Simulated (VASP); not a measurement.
Data:

```
CELL_PARAMETERS angstrom
      1.96064    -3.39593     0.00000
      1.96064     3.39593     0.00000
      0.00000     0.00000     5.10237
ATOMIC_POSITIONS crystal
  Ni 0.00000 0.00000 0.50000
  Ni 0.00000 0.00000 0.00000
  Sb 0.33333 0.66667 0.25000
  Sb 0.66667 0.33333 0.75000
```

Method: r2SCAN+rVV10, VASP's PBE PAW potentials (set 64) (plane waves; VASP 6.6.1). Numerical set-up: 520 eV cut-off, 10×10×7 Γ-centred mesh, tetrahedra with Blöchl corrections, potentials Ni Sb.

The cores are frozen, which limits the accuracy of field gradients.

**Question.** Give the principal components of the electric field gradient (V/Å²) and the asymmetry η at each nucleus.

**Answer.** 
| atom | Vxx | Vyy | Vzz | η |
|---|---|---|---|---|
| Ni1 | 12.5 | 12.5 | -25.1 | 0.00 |
| Ni2 | 12.5 | 12.5 | -25.1 | 0.00 |
| Sb3 | -43.1 | -43.1 | 86.3 | 0.00 |
| Sb4 | -43.1 | -43.1 | 86.3 | 0.00 |

The compound is NiSb in the NiAs type structure. It was relaxed first. The run is not spin-polarised, so no magnetic state was tried.
